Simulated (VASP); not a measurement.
# BaTiO3: excitons from the Bethe-Salpeter equation

What does the electron-hole attraction do to the spectrum of BaTiO3? The cell has space group R3m. The start is a cell from a database of measured crystal structures.

Method: r2SCAN, no spin polarisation; plane waves and PAW (Ba_sv_GW, Ti_sv_GW, O_GW), in the first sound run; inputs show where later runs differ, in VASP 6.6.1.

**1. Starting point**

The structure is trigonal, space group R3m (No. 160). The conventional cell has a = 5.655 Å, b = 5.655 Å, c = 6.955 Å, α = 90.00°, β = 90.00°, γ = 120.00°. Nearest to Ba lie 12 O at 2.79 to 2.89 Å. Nearest to Ti lie 6 O at 1.87 to 2.14 Å. O has 2 Ti at 1.87 to 2.14 Å and 4 Ba at 2.79 to 2.89 Å nearest. Farther neighbours and most contacts between anions are not listed.

Coordinates:

```cif
data_structure
_symmetry_space_group_name_H-M 'R3m:H'
_symmetry_Int_Tables_number 160
_cell_length_a 5.6547
_cell_length_b 5.6547
_cell_length_c 6.9552
_cell_angle_alpha 90.000
_cell_angle_beta 90.000
_cell_angle_gamma 120.000
_cell_volume 192.60
loop_
_atom_site_label
_atom_site_type_symbol
_atom_site_symmetry_multiplicity
_atom_site_Wyckoff_symbol
_atom_site_fract_x
_atom_site_fract_y
_atom_site_fract_z
_atom_site_occupancy
Ba1 Ba 3 a 0.00000 0.00000 0.00000 1
Ti1 Ti 3 a 0.33333 0.66667 0.15117 1
O1 O 9 b 0.49703 0.99407 0.01157 1
```

**2. Ground state**

The orbitals come from a self-consistent r2SCAN run with a tight EDIFF and a narrow smearing. KPOINTS_OPT adds the bands along a path, which shows whether the mesh holds the band edges.

Contents of INCAR:

```
SYSTEM = BaTiO3
PREC = Accurate
ENCUT = 440
EDIFF = 1E-08
NELM = 100
ISMEAR = 0
SIGMA = 0.01
LREAL = .FALSE.
ALGO = Normal
METAGGA = R2SCAN
LASPH = .TRUE.
NBANDS = 26
LORBIT = 11
LWAVE = .TRUE.
LCHARG = .FALSE.
KPAR = 8
```

Contents of POSCAR:

```
BaTiO3
1.0
    2.8273666084      1.6323808724      2.3183934932
   -2.8273666084      1.6323808724      2.3183934932
    0.0000000000     -3.2647617449      2.3183934932
Ba Ti O
1 1 3
Direct
    0.0000000000      0.0000000000      0.0000000000
    0.4845000000      0.4845000000      0.4845000000
    0.5086000000      0.5086000000      0.0175000000
    0.0175000000      0.5086000000      0.5086000000
    0.5086000000      0.0175000000      0.5086000000
```

Contents of KPOINTS:

```
Automatic mesh
0
Gamma
6 6 6
0 0 0
```

Contents of KPOINTS_OPT:

```
Line mode
12
Line-mode
Reciprocal
  0.00000000   0.00000000   0.00000000 GAMMA
  0.50000000   0.00000000   0.00000000 L

  0.50000000   0.00000000   0.00000000 L
  0.50000000   0.49717121  -0.49717121 B1

  0.50282879   0.50000000   0.49717121 B
  0.50000000   0.50000000   0.50000000 Z

  0.50000000   0.50000000   0.50000000 Z
  0.00000000   0.00000000   0.00000000 GAMMA

  0.00000000   0.00000000   0.00000000 GAMMA
  0.49858561   0.00000000  -0.49858561 X

  0.50141439   0.49858561   0.00000000 Q
  0.50000000   0.50000000   0.00000000 F

  0.50000000   0.50000000   0.00000000 F
  0.50141439   0.50141439   0.49717121 P1

  0.50141439   0.50141439   0.49717121 P1
  0.50000000   0.50000000   0.50000000 Z

  0.50000000   0.00000000   0.00000000 L
  0.50282879   0.49858561   0.49858561 P
```

PAW data sets: Ba_sv_GW, Ti_sv_GW and O_GW (PBE family, release 64).

Command:

```
$ mpirun -np 8 vasp_std
```

Log:

```text
[banner, memory and clock lines left out]
running    8 mpi-ranks, on    1 nodes
 distrk:  each k-point on    1 cores,    8 groups
 distr:  one band on    1 cores,    1 groups

 POSCAR found type information on POSCAR BaTiO
 POSCAR found :  3 types and       5 ions
|                                                                             |
|           W    W    AA    RRRRR   N    N  II  N    N   GGGG   !!!           |
|           W    W   A  A   R    R  NN   N  II  NN   N  G    G  !!!           |
|           W    W  A    A  R    R  N N  N  II  N N  N  G       !!!           |
|           W WW W  AAAAAA  RRRRR   N  N N  II  N  N N  G  GGG   !            |
|           WW  WW  A    A  R   R   N   NN  II  N   NN  G    G                |
|           W    W  A    A  R    R  N    N  II  N    N   GGGG   !!!           |
|                                                                             |
|     For optimal performance we recommend to set                             |
|       NCORE = 2 up to number-of-cores-per-socket                            |
|     NCORE specifies how many cores store one orbital (NPAR=cpu/NCORE).      |
|     This setting can greatly improve the performance of VASP for DFT.       |
|     The default, NCORE=1 might be grossly inefficient on modern             |
|     multi-core architectures or massively parallel machines. Do your        |
|     Unfortunately you need to use the default for GW and RPA                |
|     calculations (for HF NCORE is supported but not extensively tested      |
|     yet).                                                                   |
|                                                                             |

|                                                                             |
|               ----> ADVICE to this user running VASP <----                  |
|                                                                             |
|     You enforced a specific xc type in the INCAR file but a different       |
|     [... a line on the potential file left out ...]
|     I HOPE YOU KNOW WHAT YOU ARE DOING!                                     |
|                                                                             |

 LDA part: xc-table for (None), standard interpolation
 POSCAR, INCAR and KPOINTS ok, starting setup
 FFT: planning ... GRIDC
 FFT: planning ... GRID_SOFT
 FFT: planning ... GRID
 WAVECAR not read
 entering main loop
       N       E                     dE             d eps       ncg     rms          rms(c)
DAV:   1     0.665303348300E+03    0.66530E+03   -0.17440E+04  1712   0.155E+03
DAV:   2     0.174840325698E+02   -0.64782E+03   -0.63635E+03  2792   0.820E+02
DAV:   3    -0.100982070368E+03   -0.11847E+03   -0.11389E+03  2816   0.313E+02
DAV:   4    -0.107228693777E+03   -0.62466E+01   -0.62143E+01  2920   0.841E+01
DAV:   5    -0.107496358105E+03   -0.26766E+00   -0.26607E+00  2904   0.197E+01    0.192E+01
DAV:   6    -0.772232887262E+02    0.30273E+02   -0.49481E+01  3032   0.879E+01    0.552E+00
DAV:   7    -0.780202658274E+02   -0.79698E+00   -0.51465E+00  2944   0.280E+01    0.394E+00
DAV:   8    -0.781232640614E+02   -0.10300E+00   -0.85423E-01  3064   0.133E+01    0.160E+00
DAV:   9    -0.780952706948E+02    0.27993E-01   -0.65646E-01  3088   0.971E+00    0.108E+00
DAV:  10    -0.780759874420E+02    0.19283E-01   -0.62411E-02  2976   0.368E+00    0.407E-01
DAV:  11    -0.780771106860E+02   -0.11232E-02   -0.46561E-02  2944   0.306E+00    0.362E-01
DAV:  12    -0.780747835729E+02    0.23271E-02   -0.69277E-03  3000   0.125E+00    0.106E-01
DAV:  13    -0.780747939413E+02   -0.10368E-04   -0.31468E-03  3056   0.720E-01    0.834E-02
DAV:  14    -0.780747049247E+02    0.89017E-04   -0.31091E-04  2968   0.255E-01    0.259E-02
DAV:  15    -0.780747001419E+02    0.47828E-05   -0.59764E-05  3032   0.821E-02    0.484E-03
DAV:  16    -0.780747007167E+02   -0.57481E-06   -0.34415E-06  2904   0.248E-02    0.342E-03
DAV:  17    -0.780747000535E+02    0.66321E-06   -0.56014E-07  3016   0.114E-02    0.199E-03
DAV:  18    -0.780746998410E+02    0.21255E-06   -0.13619E-07  2656   0.433E-03    0.121E-03
DAV:  19    -0.780746997548E+02    0.86141E-07   -0.31235E-08  1800   0.241E-03    0.502E-04
DAV:  20    -0.780746997296E+02    0.25240E-07   -0.63684E-08  2432   0.253E-03    0.193E-04
DAV:  21    -0.780746997262E+02    0.33774E-08   -0.43369E-09  1792   0.138E-03
   1 F= -.78074700E+02 E0= -.78074700E+02  d E =-.666367E-80
 Start KPOINTS_OPT (optional k-point list driver)
k-point batch [1-32\108]
       N       E                     dE             ncg
DAV:   1     0.135006339784E+05   -0.17194E+05     1664
DAV:   2    -0.772340969317E+04   -0.21224E+05     2696
DAV:   3    -0.114872764756E+05   -0.37639E+04     2818
DAV:   4    -0.117707361079E+05   -0.28346E+03     3040
DAV:   5    -0.117872940238E+05   -0.16558E+02     2888
DAV:   6    -0.117883204794E+05   -0.10265E+01     3040
DAV:   7    -0.117883925299E+05   -0.72050E-01     2848
DAV:   8    -0.117883984548E+05   -0.59250E-02     2992
DAV:   9    -0.117883989427E+05   -0.48785E-03     2904
DAV:  10    -0.117883989870E+05   -0.44295E-04     2936
DAV:  11    -0.117883989914E+05   -0.44061E-05     2360
DAV:  12    -0.117883989917E+05   -0.33636E-06     1960
DAV:  13    -0.117883989917E+05   -0.34299E-07     1816
DAV:  14    -0.117883989918E+05   -0.27194E-08     1792
[...]
k-point batch [97-108\108]
       N       E                     dE             ncg
DAV:   1     0.329659793311E+05   -0.88302E+04      624
DAV:   2     0.251456615563E+05   -0.78203E+04      992
DAV:   3     0.237394818344E+05   -0.14062E+04     1042
DAV:   4     0.236449665409E+05   -0.94515E+02     1136
DAV:   5     0.236403512579E+05   -0.46153E+01     1080
DAV:   6     0.236400982829E+05   -0.25298E+00     1128
DAV:   7     0.236400865112E+05   -0.11772E-01     1056
DAV:   8     0.236400855737E+05   -0.93753E-03     1104
DAV:   9     0.236400855322E+05   -0.41467E-04     1088
DAV:  10     0.236400855287E+05   -0.34591E-05     1120
DAV:  11     0.236400855286E+05   -0.15657E-06      832
DAV:  12     0.236400855286E+05   -0.14708E-07      720
DAV:  13     0.236400855286E+05   -0.16953E-08      672
 writing wavefunctions
```

It took 55 s on 8 MPI ranks of Intel Xeon 6975P-C (Granite Rapids), shared host; peak memory 1.9 GiB.

The logs omit lines about the potential files and the build; timing stands in the text.

OUTCAR, selected parts (step 2):

```text
ion  position               nearest neighbor table
   1  0.000  0.000  0.000-
   2  0.484  0.484  0.484-   4 1.87   5 1.87   3 1.87   5 2.14   4 2.14   3 2.14
   3  0.509  0.509  0.017-   2 1.87   2 2.14
   4  0.017  0.509  0.509-   2 1.87   2 2.14
   5  0.509  0.017  0.509-   2 1.87   2 2.14

  LATTYP: Found a trigonal (rhomboedric) cell.
 ALAT       =     4.0042000000
 COS(alpha) =     0.0028448828

 Subroutine GETGRP returns: Found  6 space group operations
 (whereof  6 operations were pure point group operations)

The static configuration has the point symmetry C_3v.

 Found     32 irreducible k-points:

   k-points           NKPTS =     32   k-points in BZ     NKDIM =     32   number of bands    NBANDS=     26

   dimension x,y,z NGX =    28 NGY =   28 NGZ =   28
   dimension x,y,z NGXF=    56 NGYF=   56 NGZF=   56

   ENCUT  =  440.0 eV  32.34 Ry    5.69 a.u.   6.85  6.85  6.85*2*pi/ulx,y,z

   NELECT =      40.0000    total number of electrons

 k-points in reciprocal lattice and weights: Automatic mesh
   0.00000000  0.00000000  0.00000000       0.005
   0.16666667  0.00000000 -0.00000000       0.028
   0.33333333  0.00000000  0.00000000       0.028
   0.50000000  0.00000000  0.00000000       0.014
   0.16666667  0.16666667 -0.00000000       0.028
   0.33333333  0.16666667  0.00000000       0.056
   0.50000000  0.16666667 -0.00000000       0.056
  -0.33333333  0.16666667  0.00000000       0.056
  -0.16666667  0.16666667  0.00000000       0.028
[...]
-0.33333333  0.50000000  0.33333333       0.028
   0.50000000  0.50000000  0.50000000       0.005

 average (electrostatic) potential at core
       1 -84.3260       2-103.7188       3 -71.7883       4 -71.7883       5 -71.7883

 E-fermi :   5.1535

 k-point     1 :       0.0000    0.0000    0.0000
  band No.  band energies     occupation
    ...
     16       3.6774      2.00000
     17       3.9066      2.00000
     18       4.5326      2.00000
     19       4.6465      2.00000
     20       4.6465      2.00000
     21       7.8141      0.00000
     22       7.8141      0.00000
     23       7.9508      0.00000
     24       9.8799      0.00000
     25       9.9044      0.00000
    ...

 k-point     2 :       0.1667    0.0000   -0.0000
  band No.  band energies     occupation
    ...
     16       3.4519      2.00000
     17       3.7551      2.00000
     18       4.1137      2.00000
     19       4.5230      2.00000
     20       4.5564      2.00000
     21       7.8582      0.00000
     22       8.1704      0.00000
     23       8.2046      0.00000
     24       9.8770      0.00000
     25      10.5566      0.00000
    ...

 k-point     3 :       0.3333    0.0000    0.0000
  band No.  band energies     occupation
    ...
     16       3.1373      2.00000
     17       3.4764      2.00000
     18       3.5888      2.00000
     19       4.2258      2.00000
     20       4.2947      2.00000
     21       7.9277      0.00000
     22       8.8320      0.00000
     23       8.9333      0.00000
     24       9.8643      0.00000
     25      11.3852      0.00000
    ...

  Total       -0.5227750     -0.5227750     -0.5344165      0.0000000      0.0000000      0.0000000
  in kB      -13.0461801    -13.0461801    -13.3367014      0.0000000      0.0000000      0.0000000
  external PRESSURE =     -13.1430205 kB  Pullay stress =       0.0000000 kB

  energy-cutoff  :      440.00
  volume of cell :       64.20
      direct lattice vectors                 reciprocal lattice vectors
     2.827366608  1.632380872  2.318393493     0.176843002  0.102100355  0.143777721
    -2.827366608  1.632380872  2.318393493    -0.176843002  0.102100355  0.143777721
     0.000000000 -3.264761745  2.318393493     0.000000000 -0.204200710  0.143777721

 POSITION                                       TOTAL-FORCE (eV/Angst)
 -----------------------------------------------------------------------------------
      0.00000      0.00000      0.00000         0.000000      0.000000     -0.135680
      0.00000     -0.00000      3.36978         0.000000     -0.000000      0.094437
      0.00000      1.60332      2.39884         0.000000      0.030632      0.013748
     -1.38852     -0.80166      2.39884        -0.026528     -0.015316      0.013748
      1.38852     -0.80166      2.39884         0.026528     -0.015316      0.013748
 -----------------------------------------------------------------------------------
    total drift:                                0.000000     -0.000001      0.000838

  FREE ENERGIE OF THE ION-ELECTRON SYSTEM (eV)
  ---------------------------------------------------
  free  energy   TOTEN  =       -78.0746997262 eV

  energy  without entropy=      -78.0746997262  energy(sigma->0) =      -78.07469973

 total charge
# of ion       s       p       d       f       tot
--------------------------------------------------
    1        1.957   4.614   0.112   0.024   6.707
    2        2.218   6.117   1.413   0.041   9.789
    3        1.553   3.465   0.000   0.000   5.018
    4        1.553   3.465   0.000   0.000   5.018
    5        1.553   3.465   0.000   0.000   5.018
--------------------------------------------------
tot          8.833  21.127   1.525   0.065  31.549

[... 3 further parts left out ...]
```

The PAW data sets were made with PBE, which is usual practice but a small mismatch for other functionals.

This step gave:

```
free energy (TOTEN)               : -78.0747 eV
Fermi energy                      : 5.154 eV
pressure                          : -1.314 GPa
least gap on mesh and path        : 2.792 eV
least direct gap on mesh and path : 3.138 eV
```

The highest empty bands on the path are converged less tightly, to about 0.1 eV. The electronic bands at the labelled points (eV, zero at the valence-band top; v1 is the highest filled band, c1 the lowest empty one):

```csv
point,v4,v3,v2,v1,c1,c2,c3,c4
Γ,-1.11,-0.49,-0.38,-0.38,2.79,2.79,2.93,4.86
0.45 of the way,-1.38,-1.12,-0.59,-0.58,2.86,3.37,3.45,4.85
L,-1.65,-1.59,-0.95,-0.83,2.94,4.17,4.27,4.82
0.45 of the way,-2.01,-0.87,-0.64,-0.60,3.77,4.31,4.44,6.40
B1,-2.30,-0.01,-0.01,0.00,4.73,4.89,4.89,7.35
jump to B,-2.30,-0.01,-0.01,0.00,4.73,4.89,4.89,7.35
0.45 of the way,-2.30,-0.01,-0.01,0.00,4.73,4.89,4.89,7.35
Z,-2.30,-0.01,-0.01,0.00,4.73,4.89,4.89,7.35
0.45 of the way,-2.35,-0.70,-0.70,-0.51,4.05,4.08,4.08,6.89
Γ,-1.11,-0.49,-0.38,-0.38,2.79,2.79,2.93,4.86
0.55 of the way,-1.62,-1.05,-0.95,-0.43,3.49,3.71,3.94,5.38
X,-1.65,-0.87,-0.83,-0.05,4.26,4.26,4.62,5.48
jump to Q,-1.65,-0.87,-0.83,-0.05,4.26,4.26,4.62,5.48
0.54 of the way,-1.65,-0.87,-0.83,-0.05,4.26,4.26,4.62,5.48
F,-1.65,-0.87,-0.83,-0.05,4.26,4.26,4.62,5.48
0.45 of the way,-2.35,-0.57,-0.56,-0.03,4.40,4.50,4.72,6.66
P1,-2.30,-0.01,-0.01,0.00,4.73,4.89,4.89,7.35
0.46 of the way,-2.30,-0.01,-0.01,0.00,4.73,4.89,4.89,7.35
Z,-2.30,-0.01,-0.01,0.00,4.73,4.89,4.89,7.35
jump to L,-1.65,-1.59,-0.95,-0.83,2.94,4.17,4.27,4.82
0.55 of the way,-2.22,-0.82,-0.49,-0.41,4.14,4.44,4.49,6.80
P,-2.30,-0.01,-0.01,0.00,4.73,4.89,4.89,7.35
```

Of the projections kept (Ba, Ti, O), the largest for each band there; the rest of the weight can lie on other orbitals:

```
point      v4      v3      v2      v1       c1       c2       c3       c4
    Γ  O 0.98  O 0.83  O 0.87  O 0.87  Ti 0.91  Ti 0.91  Ti 0.85  Ti 0.91
    L  O 0.85  O 0.86  O 0.87  O 0.90  Ti 0.91  Ti 0.82  Ti 0.82  Ti 0.92
   B1  O 0.63  O 0.99  O 0.99  O 0.99  Ti 0.83  Ti 0.83  Ti 0.83  Ba 0.45
    B  O 0.63  O 0.99  O 0.99  O 0.99  Ti 0.83  Ti 0.83  Ti 0.83  Ba 0.46
    Z  O 0.63  O 0.99  O 0.99  O 0.99  Ti 0.83  Ti 0.83  Ti 0.83  Ba 0.46
    Γ  O 0.98  O 0.83  O 0.87  O 0.87  Ti 0.91  Ti 0.91  Ti 0.85  Ti 0.91
```

The cell has a gap of 2.79 eV on mesh and path. Spin-orbit coupling is left out, which can shift or reorder these edges. Forces of up to 0.14 eV/Å remain in these settings.

[end of part 1 of 4]

[Lines on the potential files, build, host, timing and source positions are cut from VASP's logs without a mark.]

[Logs are printed without paths, hosts, clocks, repeated set-up lines and the standing remarks that a program may print on its own settings, such as how far it seeks lower states.]

[Hosts, paths, dates, database ids (printed as entryN), source tags and the programs' standing remarks are cut or masked in the printed files.]

[Pressures printed for these runs are not shown converged in the cutoff: they can be off by several GPa and have the wrong sign.]
